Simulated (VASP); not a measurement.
Method: LDA (Ceperley-Alder, Perdew-Zunger), VASP's LDA PAW potentials (set 64) (plane waves; VASP).

A VASP calculation is set up with these files.

### INCAR
```
SYSTEM = BP
PREC = Accurate
ENCUT = 520
EDIFF = 1E-7
NELM = 100
ALGO = Normal
LREAL = .FALSE.
LASPH = .TRUE.
ISMEAR = 0
SIGMA = 0.01
LWAVE = .FALSE.
LCHARG = .FALSE.
LOPTICS = .TRUE.
NBANDS = 24
NEDOS = 1001
CSHIFT = 0.1
```

POSCAR:
```
BP
1
    0.0000000000     2.2448216940     2.2448216940
    2.2448216940     0.0000000000     2.2448216940
    2.2448216940     2.2448216940     0.0000000000
B P
1 1
Direct
  0.0000000000   0.0000000000   0.0000000000
  0.2500000000   0.2500000000   0.2500000000
```

File KPOINTS:
```
Automatic mesh
0
Gamma
18 18 18
0 0 0
```

POTCAR, in this order: B P (LDA.64 set). Program: vasp_std.

The resulting files:

### OSZICAR
```
       N       E                     dE             d eps       ncg     rms          rms(c)
DAV:   1     0.133735839263E+02    0.13374E+02   -0.35170E+03  9360   0.301E+02
DAV:   2    -0.147067381410E+02   -0.28080E+02   -0.26989E+02 12264   0.807E+01
DAV:   3    -0.153001852874E+02   -0.59345E+00   -0.59097E+00 11536   0.912E+00
DAV:   4    -0.153010690967E+02   -0.88381E-03   -0.88379E-03 10976   0.404E-01
DAV:   5    -0.153010704227E+02   -0.13259E-05   -0.13259E-05 11808   0.166E-02    0.769E+00
DAV:   6    -0.145381617838E+02    0.76291E+00   -0.13160E+00 10824   0.261E+00    0.378E+00
DAV:   7    -0.144123184544E+02    0.12584E+00   -0.17664E-01 11696   0.113E+00    0.147E+00
DAV:   8    -0.143997316717E+02    0.12587E-01   -0.18116E-02 10712   0.446E-01    0.258E-01
DAV:   9    -0.143997276199E+02    0.40518E-05   -0.64222E-04 11232   0.956E-02    0.641E-02
DAV:  10    -0.143997243807E+02    0.32392E-05   -0.22387E-05 11520   0.141E-02    0.198E-02
DAV:  11    -0.143997238147E+02    0.56607E-06   -0.70499E-07 11120   0.341E-03    0.762E-03
DAV:  12    -0.143997239649E+02   -0.15028E-06   -0.54745E-08 11280   0.908E-04    0.107E-03
DAV:  13    -0.143997239652E+02   -0.31628E-09   -0.55846E-10  6728   0.982E-05
   1 F= -.14399724E+02 E0= -.14399724E+02  d E =-.486362E-40
 imaginary and real dielectric function
```

**OUTCAR**
```
------------------------ aborting loop because EDIFF is reached ----------------------------------------
  FORCE on cell =-STRESS in cart. coord.  units (eV):
  Direction    XX          YY          ZZ          XY          YZ          ZX
  --------------------------------------------------------------------------------------
  Total       -0.0022978     -0.0022978     -0.0022978      0.0000000      0.0000000      0.0000000
  in kB       -0.1627215     -0.1627215     -0.1627215      0.0000000      0.0000000      0.0000000
  external PRESSURE =      -0.1627215 kB  Pullay stress =       0.0000000 kB
  volume of cell :       22.62
      direct lattice vectors                 reciprocal lattice vectors
     0.000000000  2.244821694  2.244821694    -0.222734840  0.222734840  0.222734840
     2.244821694  0.000000000  2.244821694     0.222734840 -0.222734840  0.222734840
     2.244821694  2.244821694  0.000000000     0.222734840  0.222734840 -0.222734840
  FREE ENERGIE OF THE ION-ELECTRON SYSTEM (eV)
  ---------------------------------------------------
  free  energy   TOTEN  =       -14.3997239652 eV

  energy  without entropy=      -14.3997239652  energy(sigma->0) =      -14.39972397

 plasma frequency squared (from intraband transitions) (eV^2)
  --------------------------------------------------------------------------------------
       0.000       0.000       0.000
       0.000       0.000       0.000
       0.000       0.000       0.000

 plasma frequency squared (from interband transitions, int dw w eps(2)(w)) (eV^2)
  --------------------------------------------------------------------------------------
     440.742       0.000      -0.000       0.000      -0.000      -0.000
      -0.000      -0.000     440.742       0.000       0.000       0.000
      -0.000       0.000       0.000      -0.000     440.742       0.000
```
(Selected blocks of OUTCAR.)

OUTCAR:
```
 val. band max:        7.7932845797   @ k =   0.0000   0.0000   0.0000

 cond. band min:       8.9552597923   @ k =   0.3889   0.3889   0.0000


 Fermi energy:         7.8827685999

 k-point     1 :       0.0000    0.0000    0.0000
  band No.  band energies     occupation
      1      -7.8827      2.00000
      2       7.7933      2.00000
      3       7.7933      2.00000
      4       7.7933      2.00000
      5      11.2234      0.00000
      6      11.2234      0.00000
      7      11.2234      0.00000
      8      15.6569      0.00000
      9      19.2794      0.00000
     10      20.0703      0.00000
     11      20.0703      0.00000
     12      23.5344      0.00000
     13      23.5344      0.00000
     14      23.5344      0.00000
     15      29.3390      0.00000
     16      39.1408      0.00000
     17      39.1408      0.00000
     18      39.1408      0.00000
     19      45.4763      0.00000
     20      45.4763      0.00000
     21      45.4763      0.00000
     22      47.0568      0.00000
     23      47.0568      0.00000
     24      51.2349      0.00000

 k-point     2 :       0.0556    0.0000    0.0000
  band No.  band energies     occupation
      1      -7.8256      2.00000
      2       7.3207      2.00000
      3       7.6899      2.00000
      4       7.6899      2.00000
      5      11.3660      0.00000
      6      11.3660      0.00000
      7      11.4248      0.00000
      8      15.8092      0.00000
      9      19.4697      0.00000
     10      19.7751      0.00000
     11      19.7751      0.00000
     12      23.3797      0.00000
     13      24.0168      0.00000
     14      24.0168      0.00000
     15      29.6862      0.00000
     16      38.7356      0.00000
     17      38.9212      0.00000
     18      38.9212      0.00000
     19      44.9759      0.00000
     20      44.9759      0.00000
     21      45.8504      0.00000
     22      46.7949      0.00000
     23      46.7949      0.00000
     24      51.2903      0.00000
...
```

The structure comes from a computed database's BP entry (F-43m); how it stands against other phases isn't given here. It was relaxed first.
